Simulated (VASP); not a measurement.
Given:

```yaml
crystal:
  lattice:
    - [0.00000, 2.71283, 2.71283]
    - [2.71283, 0.00000, 2.71283]
    - [2.71283, 2.71283, 0.00000]
  atoms:
    - { symbol: Li, position: [0.00000, 0.00000, 0.00000] }
    - { symbol: Br, position: [0.50000, 0.50000, 0.50000] }
```

The numbers are results of G0W0 on PBE orbitals, VASP's PBE PAW potentials (set 64) (plane waves; VASP), not measurements. Numerical set-up: PREC = Normal, 500 eV cut-off, 4×4×4 Γ-centred mesh, Gaussian smearing of 0.010 eV, potentials Li_sv_GW Br_GW.

The mesh is coarse and the basis finite, so the quasiparticle values are not converged.

NBANDS = 160, ENCUTGW = 200 eV, NOMEGA = 64. The PBE levels (eV) that the step starts from are:

| state | KS energy | filling |
|---|---|---|
| k1 (0.00, 0.00, 0.00), band 2 | -13.19 | 2 |
| k1 (0.00, 0.00, 0.00), band 3 | 0.39 | 2 |
| k1 (0.00, 0.00, 0.00), band 4 | 0.39 | 2 |
| k1 (0.00, 0.00, 0.00), band 5 | 0.39 | 2 |
| k1 (0.00, 0.00, 0.00), band 6 | 5.49 | 0 |
| k1 (0.00, 0.00, 0.00), band 7 | 10.92 | 0 |
| k1 (0.00, 0.00, 0.00), band 8 | 10.92 | 0 |
| k1 (0.00, 0.00, 0.00), band 9 | 10.92 | 0 |
| k2 (0.25, 0.00, 0.00), band 2 | -12.94 | 2 |
| k2 (0.25, 0.00, 0.00), band 3 | -1.39 | 2 |
| k2 (0.25, 0.00, 0.00), band 4 | 0.24 | 2 |
| k2 (0.25, 0.00, 0.00), band 5 | 0.24 | 2 |
| k2 (0.25, 0.00, 0.00), band 6 | 6.46 | 0 |
| k2 (0.25, 0.00, 0.00), band 7 | 9.62 | 0 |
| k2 (0.25, 0.00, 0.00), band 8 | 9.62 | 0 |
| k2 (0.25, 0.00, 0.00), band 9 | 10.29 | 0 |
| k5 (0.50, 0.25, 0.00), band 2 | -12.56 | 2 |
| k5 (0.50, 0.25, 0.00), band 3 | -2.31 | 2 |
| k5 (0.50, 0.25, 0.00), band 4 | -1.05 | 2 |
| k5 (0.50, 0.25, 0.00), band 5 | -0.41 | 2 |
| k5 (0.50, 0.25, 0.00), band 6 | 7.22 | 0 |
| k5 (0.50, 0.25, 0.00), band 7 | 8.87 | 0 |
| k5 (0.50, 0.25, 0.00), band 8 | 10.29 | 0 |
| k5 (0.50, 0.25, 0.00), band 9 | 10.32 | 0 |

Give the quasiparticle energies and renormalisation factors Z.

```tsv
state	QP energy (eV)	Z
k1 (0.00, 0.00, 0.00), band 2	-14.85	0.75
k1 (0.00, 0.00, 0.00), band 3	-1.25	0.80
k1 (0.00, 0.00, 0.00), band 4	-1.25	0.80
k1 (0.00, 0.00, 0.00), band 5	-1.25	0.80
k1 (0.00, 0.00, 0.00), band 6	6.12	0.82
k1 (0.00, 0.00, 0.00), band 7	11.61	0.81
k1 (0.00, 0.00, 0.00), band 8	11.61	0.81
k1 (0.00, 0.00, 0.00), band 9	11.61	0.81
k2 (0.25, 0.00, 0.00), band 2	-14.55	0.76
k2 (0.25, 0.00, 0.00), band 3	-3.17	0.78
k2 (0.25, 0.00, 0.00), band 4	-1.42	0.79
k2 (0.25, 0.00, 0.00), band 5	-1.42	0.79
k2 (0.25, 0.00, 0.00), band 6	7.10	0.82
k2 (0.25, 0.00, 0.00), band 7	10.40	0.81
k2 (0.25, 0.00, 0.00), band 8	10.40	0.81
k2 (0.25, 0.00, 0.00), band 9	11.00	0.80
k5 (0.50, 0.25, 0.00), band 2	-14.11	0.77
k5 (0.50, 0.25, 0.00), band 3	-4.18	0.78
k5 (0.50, 0.25, 0.00), band 4	-2.80	0.79
k5 (0.50, 0.25, 0.00), band 5	-2.12	0.79
k5 (0.50, 0.25, 0.00), band 6	7.87	0.82
k5 (0.50, 0.25, 0.00), band 7	9.59	0.81
k5 (0.50, 0.25, 0.00), band 8	10.99	0.80
k5 (0.50, 0.25, 0.00), band 9	11.15	0.81
```
On the mesh the gap opens from 5.10 to 7.37 eV.

The compound is LiBr in the rock salt structure. This cell is one point of a volume scan, at 0.96 of the reference volume. The k-mesh is coarse (spacing up to 0.50 per Å, 2π included), so the numbers may not be converged in it.
